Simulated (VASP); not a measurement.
Output of a VASP run:

**OUTCAR**
```
 ion  position               nearest neighbor table
   1  0.500  0.000  0.684-   3 2.29   4 2.29   3 2.29   4 2.29   2 3.12   2 3.12   2 3.12   2 3.12
                             2 3.60   2 3.60   2 3.60   2 3.60
   2  0.000  0.500  0.316-   3 2.29   4 2.29   4 2.29   3 2.29   1 3.12   1 3.12   1 3.12   1 3.12
                             1 3.60   1 3.60   1 3.60   1 3.60
   3  0.500  0.500  0.000-   1 2.29   2 2.29   1 2.29   2 2.29
   4  0.000  0.000  0.000-   1 2.29   2 2.29   2 2.29   1 2.29
  LATTYP: Found a simple tetragonal cell.
 ALAT       =     4.0230727960
 C/A-ratio  =     0.8675388211
 Subroutine PRICEL returns:
 Original cell was already a primitive cell.
 Subroutine GETGRP returns: Found 16 space group operations
The static configuration has the point symmetry D_2d.
 The point group associated with its full space group is D_4h.
The dynamic configuration has the point symmetry D_2d.
 Subroutine INISYM returns: Found 16 space group operations
 Subroutine IBZKPT returns following result:
 Found     40 irreducible k-points:

 Following reciprocal coordinates:
            Coordinates               Weight
  0.000000  0.000000  0.000000      1.000000
  0.166667  0.000000  0.000000      4.000000
  0.333333  0.000000  0.000000      4.000000
  0.500000  0.000000  0.000000      2.000000
  0.166667  0.166667  0.000000      4.000000
  0.333333  0.166667  0.000000      8.000000
  0.500000  0.166667  0.000000      4.000000
  0.333333  0.333333  0.000000      4.000000
  0.500000  0.333333  0.000000      4.000000
  0.500000  0.500000  0.000000      1.000000
  0.000000  0.000000  0.166667      2.000000
  0.166667  0.000000  0.166667      8.000000
  0.333333  0.000000  0.166667      8.000000
  0.500000  0.000000  0.166667      4.000000
  0.166667  0.166667  0.166667      8.000000
  0.333333  0.166667  0.166667     16.000000
  0.500000  0.166667  0.166667      8.000000
  0.333333  0.333333  0.166667      8.000000
  0.500000  0.333333  0.166667      8.000000
  0.500000  0.500000  0.166667      2.000000
  0.000000  0.000000  0.333333      2.000000
  0.166667  0.000000  0.333333      8.000000
  0.333333  0.000000  0.333333      8.000000
  0.500000  0.000000  0.333333      4.000000
  0.166667  0.166667  0.333333      8.000000
  0.333333  0.166667  0.333333     16.000000
  0.500000  0.166667  0.333333      8.000000
  0.333333  0.333333  0.333333      8.000000
  0.500000  0.333333  0.333333      8.000000
  0.500000  0.500000  0.333333      2.000000
  0.000000  0.000000  0.500000      1.000000
  0.166667  0.000000  0.500000      4.000000
  0.333333  0.000000  0.500000      4.000000
  0.500000  0.000000  0.500000      2.000000
  0.166667  0.166667  0.500000      4.000000
  0.333333  0.166667  0.500000      8.000000
  0.500000  0.166667  0.500000      4.000000
  0.333333  0.333333  0.500000      4.000000
  0.500000  0.333333  0.500000      4.000000
  0.500000  0.500000  0.500000      1.000000
   k-points           NKPTS =     40   k-points in BZ     NKDIM =     40   number of bands    NBANDS=     24
   number of dos      NEDOS =    301   number of ions     NIONS =      4
   total plane-waves  NPLWV =  36288
   dimension x,y,z NGX =    36 NGY =   36 NGZ =   28
   dimension x,y,z NGXF=    72 NGYF=   72 NGZF=   56
   ions per type =               2   2
   PREC   = accura    normal or accurate (medium, high low for compatibility)
   ISTART =      0    job   : 0-new  1-cont  2-samecut
   ICHARG =      2    charge: 1-file 2-atom 10-const
   ISPIN  =      1    spin polarized calculation?
   LNONCOLLINEAR =      F non collinear calculations
   LSORBIT =      F    spin-orbit coupling
   INIWAV =      1    electr: 0-lowe 1-rand  2-diag
   ENCUT  =  620.0 eV  45.57 Ry    6.75 a.u.   8.17  8.17  7.09*2*pi/ulx,y,z
   NELM   =    100;   NELMIN=  2; NELMDL= -5     # of ELM steps
   EDIFF  = 0.1E-05   stopping-criterion for ELM
   LREAL  =      F    real-space projection
   NLSPLINE    = F    spline interpolate recip. space projectors
...
```

File OSZICAR:
```
       N       E                     dE             d eps       ncg     rms          rms(c)
DAV:   1     0.480816628614E+03    0.48082E+03   -0.23232E+04  1920   0.252E+03
DAV:   2     0.287185758235E+02   -0.45210E+03   -0.44341E+03  2096   0.557E+02
DAV:   3    -0.221908390266E+02   -0.50909E+02   -0.49633E+02  2488   0.201E+02
DAV:   4    -0.236451450565E+02   -0.14543E+01   -0.14532E+01  2120   0.366E+01
DAV:   5    -0.236941602367E+02   -0.49015E-01   -0.49010E-01  2600   0.655E+00    0.117E+01
DAV:   6    -0.198174453746E+02    0.38767E+01   -0.24056E+01  2928   0.461E+01    0.440E+00
DAV:   7    -0.197497395213E+02    0.67706E-01   -0.22317E+00  2504   0.123E+01    0.221E+00
DAV:   8    -0.197474610215E+02    0.22785E-02   -0.51082E-01  2600   0.582E+00    0.106E+00
DAV:   9    -0.197236947060E+02    0.23766E-01   -0.13541E-01  3064   0.356E+00    0.135E-01
DAV:  10    -0.197249024268E+02   -0.12077E-02   -0.10493E-02  2456   0.911E-01    0.536E-02
DAV:  11    -0.197248829972E+02    0.19430E-04   -0.64173E-04  3264   0.264E-01    0.157E-02
DAV:  12    -0.197248857876E+02   -0.27904E-05   -0.68893E-05  2144   0.577E-02    0.124E-02
DAV:  13    -0.197248817939E+02    0.39938E-05   -0.12669E-05  2256   0.452E-02    0.204E-03
DAV:  14    -0.197248818334E+02   -0.39558E-07   -0.16855E-06  1088   0.191E-02
   1 F= -.91476198E+01 E0= -.91475068E+01  d E =-.914762E+01
```

### OUTCAR
```
------------------------ aborting loop because EDIFF is reached ----------------------------------------
  FORCE on cell =-STRESS in cart. coord.  units (eV):
  Direction    XX          YY          ZZ          XY          YZ          ZX
  --------------------------------------------------------------------------------------
  Total       10.6066237     10.6066237     10.5757887      0.0000000      0.0000000      0.0000000
  in kB      300.8327769    300.8327769    299.9582124      0.0000000      0.0000000      0.0000000
  external PRESSURE =       0.5412554 kB  Pullay stress =     300.0000000 kB
  volume of cell :       56.49
      direct lattice vectors                 reciprocal lattice vectors
     4.023072796  0.000000000  0.000000000     0.248566221  0.000000000  0.000000000
     0.000000000  4.023072796  0.000000000     0.000000000  0.248566221  0.000000000
     0.000000000  0.000000000  3.490171831     0.000000000  0.000000000  0.286518844
 POSITION                                       TOTAL-FORCE (eV/Angst)
 -----------------------------------------------------------------------------------
      2.01154      0.00000      2.38610         0.000000     -0.000000      0.002198
      0.00000      2.01154      1.10407        -0.000000      0.000000     -0.002198
      2.01154      2.01154      0.00000         0.000000     -0.000000      0.000000
      0.00000      0.00000      0.00000         0.000000      0.000000      0.000000
 -----------------------------------------------------------------------------------
    total drift:                                0.000000      0.000000      0.000000
  FREE ENERGIE OF THE ION-ELECTRON SYSTEM (eV)
  ---------------------------------------------------
  free  energy   TOTEN  =       -19.7248818334 eV

  energy  without entropy=      -19.7246558297  energy(sigma->0) =      -19.72476883
  enthalpy is  TOTEN    =        -9.1476197998 eV   P V=       10.5772620336

 reached required accuracy - stopping structural energy minimisation
```
(Selected blocks of OUTCAR.)

POSCAR:
```
PbO
1
    4.0230727960     0.0000000000     0.0000000000
    0.0000000000     4.0230727960     0.0000000000
    0.0000000000     0.0000000000     3.4901718307
Pb O
2 2
Direct
  0.5000000000   0.0000000000   0.6836634431
  0.0000000000   0.5000000000   0.3163365569
  0.5000000000   0.5000000000   0.0000000000
  0.0000000000   0.0000000000   0.0000000000
```

### Question
Write an INCAR and KPOINTS that could have produced this output.

### Answer
Several could match; the one computed here: the input of the run itself, PBE GGA, plane waves, VASP's PBE PAW potentials (set 64).

### INCAR
```
GGA = PE   # PBE
ISMEAR = 0   # Gaussian
SIGMA = 0.05
ENCUT = 620
ALGO = Normal   # blocked Davidson
EDIFFG = -0.02
SYSTEM = PbO
IBRION = 2   # conjugate gradients
NSW = 40
LASPH = .TRUE.   # aspherical one-centre terms
EDIFF = 1E-6   # SCF stop (eV)
ISIF = 3   # ions, shape and volume
LCHARG = .FALSE.
NELM = 100   # most electronic steps
LWAVE = .FALSE.
PSTRESS = 300   # kbar
LMAXMIX = 4
PREC = Accurate
LREAL = .FALSE.   # projection in real space or not
```

File KPOINTS:
```
Regular mesh
0
G
  6 6 6
```

POTCAR, in this order: Pb_d O (PBE.64 set). Program: vasp_std.

Without a dispersion term in the relaxation, distances and binding between the weakly bound layers, chains or molecules are unreliable, and so is what depends on them.

The compound is PbO in the litharge structure. It was relaxed first under an external pressure of 30 GPa.
